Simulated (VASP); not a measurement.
## HgS4I: single point with PBE

HgS4I:

```
CELL_PARAMETERS angstrom
0.00435 -0.03158 4.43719
6.07777 -6.15204 2.26622
6.00640 6.08501 -2.25470
ATOMIC_POSITIONS crystal
Hg 0.04880 0.98044 0.00598
S 0.43330 0.01564 0.27331
S 0.60276 0.29588 0.99368
S 0.12615 0.99724 0.70044
S 0.90283 0.68393 0.03488
I 0.79446 0.44268 0.51327
```

The cell was built by a generator and needn't be a form met in nature.

```
Program                : VASP 6.6.1
Task                   : single point
Functional             : PBE
Potentials or basis    : VASP PAW PBE potentials, release 64 (Hg, S, I)
Cutoff                 : 520 eV
k mesh                 : 4 × 2 × 2, shifted
Occupations            : fermi-dirac, width 0.1 eV
Spin                   : no spin polarisation
Dipole correction      : no
Further INCAR settings : ALGO = Fast; EDIFF = 1e-06; NBANDS = 30
```

The pressure is -3.6 GPa and the largest force is 1.209 eV/Å. The band gap on the k mesh is none (metal or under the smearing width).

Forces in eV/Å, atoms in the order of the input:
```
Hg  -0.098 -0.154  0.325
S   -0.859 -0.670 -0.232
S   -0.338  0.538  0.137
S    0.921  0.637 -0.457
S    0.519 -0.572  0.232
I   -0.145  0.221 -0.004
```

Stress tensor (GPa, compression positive):
```
-3.80  0.13  0.08
 0.13 -4.01  0.40
 0.08  0.40 -2.97
```

Levels at points of the mesh, in eV from the Fermi level:
```
           k point  band 18  band 19  band 20  band 21  band 22  band 23  band 24  band 25
(0.00, 0.25, 0.00)    -0.17    -0.15    -0.02     0.04     0.12     0.13     0.16     0.27
```

Wall time 93 s on 1 thread of Intel(R) Xeon(R) Platinum 8488C (Sapphire Rapids), on a shared host, peak memory 0.46 GiB.

Caveat: the k mesh is coarse (spacing up to 0.38 Å⁻¹), so the values aren't converged; an odd number of electrons without spin polarisation forces a metal; a magnetic or distorted state may lie lower. The run has no spin-orbit coupling, so splittings on Hg, I are missing.
